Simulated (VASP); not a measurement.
A run of VASP 6.6.1 is set up as follows.

File INCAR:

```
SYSTEM = SrMg3
PREC = Accurate
ENCUT = 520
EDIFF = 1E-6
ISMEAR = 1
SIGMA = 0.3
LREAL = .False.
LASPH = .True.
NELM = 100
ALGO = Normal
ISIF = 2
LWAVE = .False.
LCHARG = .True.
LELF = .True.
LVHAR = .True.
NBANDS = 16
```

Contents of KPOINTS:

```
Automatic mesh
0
Gamma
  4 4 4
  0.5 0.5 0.5
```

File POSCAR:

```
SrMg3
1.0
    4.9425260000      0.0000000000      0.0000000000
    0.0000000000      4.9425260000      0.0000000000
    0.0000000000      0.0000000000      4.9425260000
Sr Mg
1 3
Direct
    0.0000000000      0.0000000000      0.0000000000
    0.5000000000      0.5000000000      0.0000000000
    0.5000000000      0.0000000000      0.5000000000
    0.0000000000      0.5000000000      0.5000000000
```

Potentials or basis: VASP PAW LDA potentials, release 64 (Sr_sv, Mg).

The run is started by

```console
$ cat potpaw_LDA.64/Sr_sv/POTCAR potpaw_LDA.64/Mg/POTCAR > POTCAR
$ mpirun -np 1 vasp_std > vasp.out
```

(1) Estimate the pressure.

(2) What does it give for the band gap on the k mesh?

Answers

(1) -1.8 GPa.

(2) none (metal or under the smearing width).
